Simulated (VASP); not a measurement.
Consider the following.

```xyz
1
Lattice="3.1860 0.0000 0.0000 0.0000 3.1860 0.0000 0.0000 0.0000 3.1860" Properties=species:S:1:pos:R:3 pbc="T T T"
Te     0.0000     0.0000     0.0000
```

These are r2SCAN meta-GGA, VASP's PBE PAW potentials (set 64) (plane waves; VASP) values and carry that method's errors. Settings: 400 eV cut-off, 13×13×13 Γ-centred mesh, tetrahedra with Blöchl corrections, potentials Te.

Problem. Give the energies of bands 2 to 6 at the high-symmetry points, in eV from the Fermi level.

Solution. 
| band | Γ | X | M | R |
|---|---|---|---|---|
| 2 | 1.23 | -6.38 | -4.77 | -3.28 |
| 3 | 1.23 | 2.70 | -4.77 | -3.28 |
| 4 | 1.23 | 2.70 | 2.36 | -3.28 |
| 5 | 6.32 | 8.12 | 4.13 | 4.75 |
| 6 | 6.32 | 10.27 | 11.48 | 4.75 |

It has no gap at this level: it comes out as a metal or semimetal.

The structure was generated: Te was put into the simple-cubic type (Pm-3m), which need not be its known phase. It was relaxed first.
